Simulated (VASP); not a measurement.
# BeCo2 (Fd-3m) in VASP: single point with r2SCAN

Aim: the single point of BeCo2 with r2SCAN.

All numbers are computed with VASP 6.6.1; they aren't measurements. Logs are shortened: lines on timing, memory, paths and dates and some standing lists are left out, and cuts for length are marked.

**1. Starting point**

It takes space group Fd-3m (No. 227, cubic). The conventional cell has a = 6.196 Å, b = 6.196 Å, c = 6.196 Å, α = 90.00°, β = 90.00°, γ = 90.00°. Be (site symmetry -43m) has 12 Co at 2.57 Å and 4 Be at 2.68 Å as nearest neighbours. Co (site symmetry -3m) has 6 Co at 2.19 Å as nearest neighbours.

The cell was built by a generator and needn't be a form met in nature.

**2. Single point, r2SCAN**

POSCAR

```
BeCo2
1.0
    0.0000000000      3.0982230000      3.0982230000
    3.0982230000      0.0000000000      3.0982230000
    3.0982230000      3.0982230000      0.0000000000
Be Co
2 4
Direct
    0.0000000000      0.0000000000      0.0000000000
    0.2500000000      0.2500000000      0.2500000000
    0.6250000000      0.6250000000      0.6250000000
    0.1250000000      0.6250000000      0.6250000000
    0.6250000000      0.6250000000      0.1250000000
    0.6250000000      0.1250000000      0.6250000000
```

INCAR.step1

```
PREC = Accurate
ENCUT = 520
ISMEAR = -5
SIGMA = 0.1
LREAL = False
LASPH = True
NELM = 100
LMAXMIX = 4
NBANDS = 29
GGA = PE
ALGO = Normal
EDIFF = 1E-4
LWAVE = True
LCHARG = False
```

INCAR.step2

```
PREC = Accurate
ENCUT = 520
EDIFF = 1E-7
ISMEAR = -1
SIGMA = 0.1
LREAL = False
LASPH = True
NELM = 100
ALGO = Normal
ISIF = 2
LWAVE = False
LCHARG = False
LMAXMIX = 4
METAGGA = R2SCAN
LMIXTAU = True
LORBIT = 11
NBANDS = 29
ISTART = 1
```

KPOINTS

```
regular mesh
0
Gamma
  9 9 9
```

Potentials or basis: VASP PAW PBE potentials, release 64 (Be, Co).

Command:

```console
$ cat potpaw_PBE.64/Be/POTCAR potpaw_PBE.64/Co/POTCAR > POTCAR
$ cp INCAR.step1 INCAR
$ mpirun -np 1 vasp_std > vasp.out
$ cp INCAR.step2 INCAR
$ mpirun -np 1 vasp_std > vasp.out
```

OUTCAR:

```text
PREC = Accurate
   ENCUT = 520
   EDIFF = 1E-7
   ISMEAR = -1
   LREAL = False
   LASPH = True
   NELM = 100
   ISIF = 2
   METAGGA = R2SCAN
   LORBIT = 11
   ISTART = 1

 ion  position               nearest neighbor table
   1  0.000  0.000  0.000-   4 2.57   5 2.57   6 2.57   3 2.57   3 2.57   3 2.57   6 2.57   4 2.57
                             6 2.57   5 2.57   4 2.57   5 2.57
   2  0.250  0.250  0.250-   4 2.57   5 2.57   6 2.57   3 2.57   3 2.57   3 2.57   4 2.57   4 2.57
                             5 2.57   6 2.57   5 2.57   6 2.57
   3  0.625  0.625  0.625-   4 2.19   5 2.19   6 2.19   5 2.19   6 2.19   4 2.19   1 2.57   2 2.57
                             1 2.57   2 2.57   1 2.57   2 2.57
   4  0.125  0.625  0.625-   3 2.19   5 2.19   6 2.19   3 2.19   5 2.19   6 2.19   1 2.57   2 2.57
                             2 2.57   1 2.57   2 2.57   1 2.57
   5  0.625  0.625  0.125-   3 2.19   3 2.19   4 2.19   6 2.19   6 2.19   4 2.19   1 2.57   2 2.57
                             1 2.57   2 2.57   1 2.57   2 2.57
   6  0.625  0.125  0.625-   3 2.19   5 2.19   3 2.19   4 2.19   5 2.19   4 2.19   1 2.57   2 2.57
                             1 2.57   2 2.57   1 2.57   2 2.57

  LATTYP: Found a face centered cubic cell.
 ALAT       =     6.1964460000

  Lattice vectors:

 A1 = (   0.0000000000,   3.0982230000,   3.0982230000)
 A2 = (   3.0982230000,   0.0000000000,   3.0982230000)
 A3 = (   3.0982230000,   3.0982230000,   0.0000000000)

Analysis of symmetry for initial positions (statically):
=====================================================================
 Subroutine PRICEL returns:
 Original cell was already a primitive cell.

 Routine SETGRP: Setting up the symmetry group for a
 face centered cubic supercell.

 Subroutine GETGRP returns: Found 48 space group operations
 (whereof 24 operations were pure point group operations)
 out of a pool of 48 trial point group operations.

The static configuration has the point symmetry T_d .
 The point group associated with its full space group is O_h .

Analysis of symmetry for dynamics (positions and initial velocities):
=====================================================================
 Subroutine PRICEL returns:
 Original cell was already a primitive cell.

 Routine SETGRP: Setting up the symmetry group for a
 face centered cubic supercell.

 Subroutine GETGRP returns: Found 48 space group operations
 (whereof 24 operations were pure point group operations)
 out of a pool of 48 trial point group operations.

The dynamic configuration has the point symmetry T_d .
 The point group associated with its full space group is O_h .

 Subroutine INISYM returns: Found 48 space group operations
 (whereof 24 operations are pure point group operations),
 and found     1 'primitive' translations

----------------------------------------------------------------------------------------

                                     Primitive cell

  volume of cell :      59.4796

  direct lattice vectors                    reciprocal lattice vectors
     0.000000000  3.098223000  3.098223000    -0.161382831  0.161382831  0.161382831
     3.098223000  0.000000000  3.098223000     0.161382831 -0.161382831  0.161382831
     3.098223000  3.098223000  0.000000000     0.161382831  0.161382831 -0.161382831

  length of vectors
     4.381548986  4.381548986  4.381548986     0.279523263  0.279523263  0.279523263

  position of ions in fractional coordinates (direct lattice)
     0.000000000  0.000000000  0.000000000
     0.250000000  0.250000000  0.250000000
     0.625000000  0.625000000  0.625000000
     0.125000000  0.625000000  0.625000000
     0.625000000  0.625000000  0.125000000
     0.625000000  0.125000000  0.625000000

  ion indices of the primitive-cell ions
   primitive index   ion index
                 1           1
                 2           2
                 3           3
                 4           4
                 5           5
                 6           6

----------------------------------------------------------------------------------------

 KPOINTS: regular mesh

Automatic generation of k-mesh.
 Grid dimensions read from file:
 generate k-points for:    9    9    9

 Generating k-lattice:

  Cartesian coordinates                     Fractional coordinates (reciprocal lattice)
    -0.017931426  0.017931426  0.017931426     0.111111111  0.000000000  0.000000000
     0.017931426 -0.017931426  0.017931426     0.000000000  0.111111111  0.000000000
     0.017931426  0.017931426 -0.017931426     0.000000000  0.000000000  0.111111111

  Length of vectors
     0.031058140  0.031058140  0.031058140

  Shift w.r.t. Gamma in fractional coordinates (k-lattice)
     0.000000000  0.000000000  0.000000000

 Subroutine IBZKPT returns following result:
 ===========================================

 Found     35 irreducible k-points:

 Following reciprocal coordinates:
            Coordinates               Weight
  0.000000  0.000000  0.000000      1.000000
  0.111111  0.000000  0.000000      8.000000
  0.222222  0.000000  0.000000      8.000000
  0.333333  0.000000  0.000000      8.000000
  0.444444  0.000000  0.000000      8.000000
  0.111111  0.111111  0.000000      6.000000
[... 16 lines left out ...]
 -0.333333  0.333333  0.000000     12.000000
  0.444444  0.444444  0.000000      6.000000
 [... further k-points ...]
   k-points           NKPTS =     35   k-points in BZ     NKDIM =     35   number of bands    NBANDS=     29
   number of dos      NEDOS =    301   number of ions     NIONS =      6
   total plane-waves  NPLWV =  46656
   dimension x,y,z NGX =    36 NGY =   36 NGZ =   36
   dimension x,y,z NGXF=    72 NGYF=   72 NGZF=   72
   ions per type =               2   4
   NGX,Y,Z   is equivalent  to a cutoff of  13.66, 13.66, 13.66 a.u.
   NGXF,Y,Z  is equivalent  to a cutoff of  27.32, 27.32, 27.32 a.u.
 SYSTEM =  unknown system
   PREC   = accura    normal or accurate (medium, high low for compatibility)
   ISTART =      1    job   : 0-new  1-cont  2-samecut
   ICHARG =      0    charge: 1-file 2-atom 10-const
   ISPIN  =      1    spin polarized calculation?
   LNONCOLLINEAR =      F non collinear calculations
   LSORBIT =      F    spin-orbit coupling
   LASPH  =      T    aspherical Exc in radial PAW
   ENCUT  =  520.0 eV  38.22 Ry    6.18 a.u.   8.15  8.15  8.15*2*pi/ulx,y,z
   NELM   =    100;   NELMIN=  2; NELMDL=  0     # of ELM steps
   EDIFF  = 0.1E-06   stopping-criterion for ELM
   LREAL  =      F    real-space projection
   EDIFFG = 0.1E-05   stopping-criterion for IOM
   NSW    =      0    number of steps for IOM
   IBRION =     -1    ionic relax: 0-MD 1-quasi-New 2-CG
   NFREE  =      0    steps in history (QN), initial steepest desc. (CG)
   ISIF   =      2    stress and relaxation
   ISYM   =      2    0-nonsym 1-usesym 2-fastsym
   POTIM  = 0.5000    time-step for ionic-motion
   TEBEG  =    0.0;   TEEND  =   0.0 temperature during run
   PSTRESS=    0.0 pullay stress
   NELECT =      40.0000    total number of electrons
   NUPDOWN=      -1.0000    fix difference up-down
   EMIN   =  10.00;   EMAX   =-10.00  energy-range for DOS
   EFERMI =   0.00;   METHOD = LEGACY
   ISMEAR =    -1;   SIGMA  =   0.10  broadening in eV -4-tet -1-fermi 0-gaus
   EFERMI_NEDOS =   21; number of points for ismear=-14 and -15
   IALGO  =     38    algorithm
   IMIX   =      4    mixing-type and parameters
     AMIX     =   0.40;   BMIX     =  1.00
     AMIX_MAG =   1.60;   BMIX_MAG =  1.00
  volume/ion in A,a.u.               =       9.91        66.90
  Fermi-wavevector in a.u.,A,eV,Ry     =   1.434296  2.710427 27.989978  2.057205
  Thomas-Fermi vector in A             =   2.553720
   LORBIT       =     11    0 simple, 1 ext, 2 COOP (PROOUT), +10 PAW based schemes
   METAGGA = R2SCAN    functional components
   LHFCALC =     F    Hartree Fock is set to
   AEXX    =    0.0000 exact exchange contribution
   IVDW    =     0    specifies the selected vdW correction
   LEPSILON=     F    determine dielectric tensor
   LRPA    =     F    only Hartree local field effects (RPA)
 non-spin polarized calculation
  energy-cutoff  :      520.00
  volume of cell :       59.48
 maximum number of plane-waves:      1639
 NGX is ok and might be reduce to    36

 number of electron      40.0000014 magnetization

 Free energy of the ion-electron system (eV)
  ---------------------------------------------------
  ext. energy  EPLUGINS =         0.00000000
  ---------------------------------------------------
  free energy    TOTEN  =       -58.32850610 eV

  energy without entropy =      -58.06483053  energy(sigma->0) =      -58.19666831

 E-fermi :   9.2401     XC(G=0): -13.6091

 val. band max:        9.2175179122   @ k =   0.4444   0.3333   0.1111
 cond. band min:       9.2408527120   @ k =   0.4444   0.1111   0.0000
 fundamental gap:      0.0233347998
 Fermi energy:         9.2400791392

 k-point     1 :       0.0000    0.0000    0.0000
  band No.  band energies     occupation
      1      -0.8137      2.00000
      2       2.6260      2.00000
      3       4.4757      2.00000
      4       4.4757      2.00000
      5       4.4757      2.00000
      6       5.1435      2.00000
[... 21 lines left out ...]
     28      14.0508      0.00000
     29      15.4880      0.00000

 k-point     2 :       0.1111    0.0000    0.0000
  band No.  band energies     occupation
      1      -0.6621      2.00000
      2       2.7099      2.00000
      3       4.4795      2.00000
      4       4.5505      2.00000
      5       4.5505      2.00000
      6       5.0413      2.00000
[... 21 lines left out ...]
     28      14.4839      0.00000
     29      16.0860      0.00000

 k-point     3 :       0.2222    0.0000    0.0000
  band No.  band energies     occupation
      1      -0.2160      2.00000
      2       2.9270      2.00000
      3       4.4571      2.00000
      4       4.7360      2.00000
      5       4.7607      2.00000
      6       4.7607      2.00000
[... 21 lines left out ...]
     28      14.7706      0.00000
     29      16.7021      0.00000

 k-point     4 :       0.3333    0.0000    0.0000
  band No.  band energies     occupation
      1       0.4951      2.00000
      2       3.0845      2.00000
      3       3.9971      2.00000
      4       4.6945      2.00000
      5       5.0462      2.00000
      6       5.0462      2.00000
[... 21 lines left out ...]
     28      14.6979      0.00000
     29      17.4430      0.00000

 k-point     5 :       0.4444    0.0000    0.0000
  band No.  band energies     occupation
      1       1.3864      2.00000
      2       2.5428      2.00000
      3       3.7635      2.00000
      4       4.8861      2.00000
      5       5.2577      2.00000
      6       5.2577      2.00000
[... 21 lines left out ...]
     28      14.6209      0.00000
     29      18.3842      0.00000
[... 510 lines left out ...]
     28      17.4146      0.00000
     29      18.8107      0.00000

 k-point    22 :      -0.4444    0.3333    0.0000
  band No.  band energies     occupation
      1       2.4367      2.00000
      2       3.4244      2.00000
      3       3.5460      2.00000
      4       4.6618      2.00000
      5       5.2061      2.00000
      6       5.3904      2.00000
[... 21 lines left out ...]
     28      16.9994      0.00000
     29      18.1354      0.00000

 k-point    23 :      -0.3333    0.3333    0.0000
  band No.  band energies     occupation
      1       2.4596      2.00000
      2       3.2643      2.00000
      3       3.4122      2.00000
      4       4.8215      2.00000
      5       4.8714      2.00000
      6       5.4083      2.00000
[... 21 lines left out ...]
     28      16.3414      0.00000
     29      17.2579      0.00000

 k-point    24 :       0.4444    0.4444    0.0000
  band No.  band energies     occupation
      1       2.1226      2.00000
      2       3.2881      2.00000
      3       4.2890      2.00000
      4       4.9085      2.00000
      5       5.2887      2.00000
      6       5.2887      2.00000
[... 21 lines left out ...]
     28      18.4961      0.00000
     29      18.7541      0.00000

 [... further k-points ...]

------------------------ aborting loop because EDIFF is reached ----------------------------------------

  FORCE on cell =-STRESS in cart. coord.  units (eV):
  Direction    XX          YY          ZZ          XY          YZ          ZX
  --------------------------------------------------------------------------------------
  -------------------------------------------------------------------------------------
  Total        4.3734202      4.3734202      4.3734202     -0.0000000      0.0000000      0.0000000
  in kB      117.8050130    117.8050130    117.8050130     -0.0000000      0.0000000      0.0000000
  external PRESSURE =     117.8050130 kB  Pullay stress =       0.0000000 kB

 VOLUME and BASIS-vectors are now :
 -----------------------------------------------------------------------------
  energy-cutoff  :      520.00
  volume of cell :       59.48
      direct lattice vectors                 reciprocal lattice vectors
     0.000000000  3.098223000  3.098223000    -0.161382831  0.161382831  0.161382831
     3.098223000  0.000000000  3.098223000     0.161382831 -0.161382831  0.161382831
     3.098223000  3.098223000  0.000000000     0.161382831  0.161382831 -0.161382831

 POSITION                                       TOTAL-FORCE (eV/Angst)
 -----------------------------------------------------------------------------------
      0.00000      0.00000      0.00000         0.000000      0.000000      0.000000
      1.54911      1.54911      1.54911        -0.000000     -0.000000     -0.000000
      3.87278      3.87278      3.87278         0.000000      0.000000      0.000000
      3.87278      2.32367      2.32367         0.000000      0.000000      0.000000
      2.32367      2.32367      3.87278         0.000000     -0.000000      0.000000
      2.32367      3.87278      2.32367         0.000000      0.000000      0.000000
 -----------------------------------------------------------------------------------
    total drift:                                0.000000      0.000000      0.000000

  FREE ENERGIE OF THE ION-ELECTRON SYSTEM (eV)
  ---------------------------------------------------
  free  energy   TOTEN  =       -58.3285060998 eV

  energy  without entropy=      -58.0648305267  energy(sigma->0) =      -58.19666831

 total charge

# of ion       s       p       d       tot
------------------------------------------
    1        0.336   0.505   0.000   0.841
    2        0.336   0.505   0.000   0.841
    3        0.601   0.652   7.484   8.738
    4        0.601   0.652   7.484   8.738
    5        0.601   0.652   7.484   8.738
    6        0.601   0.652   7.484   8.738
--------------------------------------------------
tot          3.078   3.619  29.938  36.635
```

Wall time 2.2 min (1 thread of Intel Xeon 6975P-C (Granite Rapids), shared host); peak memory 0.23 GiB.

Results:

```
Free energy                                           : -58.3285 eV
Pressure                                              : 11.8 GPa
Band gap on the k mesh                                : none (metal or under the smearing width)
Valence electrons inside the program's atomic spheres : Be 0.84; Co 8.74
```

Caveat: the PAW data sets were made with another functional, which shifts forces and pressure a little. Spin polarisation is off, so any magnetic state and its effect on volume and gap are missing.
